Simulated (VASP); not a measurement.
```xyz
5
Lattice="4.0445 0.0000 0.0000 0.0000 4.0445 0.0000 0.0000 0.0000 4.0445" Properties=species:S:1:pos:R:3 pbc="T T T"
K      0.0000     0.0000     0.0000
Zn     2.0223     2.0223     2.0223
F      2.0223     0.0000     2.0223
F      0.0000     2.0223     2.0223
F      2.0223     2.0223     0.0000
```

All values below come from PBE GGA, VASP's PBE PAW potentials (set 64) (plane waves; VASP 6.6.1). Numerical set-up: 520 eV cut-off, 6×6×6 Γ-centred mesh, Gaussian smearing of 0.050 eV, potentials K_sv Zn F.

Task: Predict the energy per atom (σ→0), pressure, band gap (on the k-mesh) with the smallest direct gap where there is one.

Result: 
```yaml
band gap (on the k-mesh): 3.80 eV
smallest direct gap (on the k-mesh): 5.68 eV
energy per atom (σ→0): -4.051 eV/atom
pressure: 5.33 GPa
```

The absolute energy has meaning only against runs of the same code, potentials and settings.

The compound is KZnF3 in the cubic perovskite structure. This cell is one point of a volume scan, at 0.94 of the reference volume.
